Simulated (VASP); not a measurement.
Data:

```
CELL_PARAMETERS angstrom
      2.13248    -3.69356     0.00000
      2.13248     3.69356     0.00000
      0.00000     0.00000     5.85469
ATOMIC_POSITIONS crystal
  Te 0.00000 0.27357 0.66667
  Te 0.72643 0.72643 0.00000
  Te 0.27357 0.00000 0.33333
```

These are MS2 meta-GGA, VASP's PBE PAW potentials (set 64) (plane waves; VASP) values and carry that method's errors. Settings: 520 eV cut-off, 6×6×4 Γ-centred mesh, Gaussian smearing of 0.050 eV, potentials Te.

Task: The ions and cell shape at fixed volume are relaxed. Predict the relaxed structure.

Result: 
```
CELL_PARAMETERS angstrom
      2.10942    -3.65362     0.00000
      2.10942     3.65362     0.00000
      0.00000     0.00000     5.98338
ATOMIC_POSITIONS crystal
  Te 0.00000 0.28448 0.66667
  Te 0.71552 0.71552 0.00000
  Te 0.28448 0.00000 0.33333
```
Space group P3_121 (152), at a tolerance of 0.03 Å.

Task: How much energy does the relaxation gain?

Result: The energy (σ→0) changes by -11.0 meV/atom, in 7 ionic steps.

The compound is Te in the trig structure. This cell is one point of a volume scan, at 0.94 of the reference volume. Symmetry was kept, so distortions that lower it aren't found.
